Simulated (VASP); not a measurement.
Here is the system:

```xyz
2
Lattice="0.0000 3.1979 3.1979 3.1979 0.0000 3.1979 3.1979 3.1979 0.0000" Properties=species:S:1:pos:R:3 pbc="T T T"
K      0.0000     0.0000     0.0000
Br     3.1979     3.1979     3.1979
```

These are r2SCAN meta-GGA, VASP's PBE PAW potentials (set 64) (plane waves; VASP) values and carry that method's errors. Settings: 480 eV cut-off, 6×6×6 Γ-centred mesh, Gaussian smearing of 0.050 eV, potentials K_sv Br.

**Question.** What does the run give for the energy per atom (σ→0), pressure, band gap (on the k-mesh) with the smallest direct gap where there is one?

**Answer.** 
The band gap (on the k-mesh) is 5.37 eV. The smallest direct gap (on the k-mesh) is 5.37 eV and the energy per atom (σ→0) comes out as -11.604 eV/atom. The pressure is 2.00 GPa.

The absolute energy has meaning only against runs of the same code, potentials and settings.

The compound is KBr in the rock salt structure. It was relaxed first under an external pressure of 2 GPa.
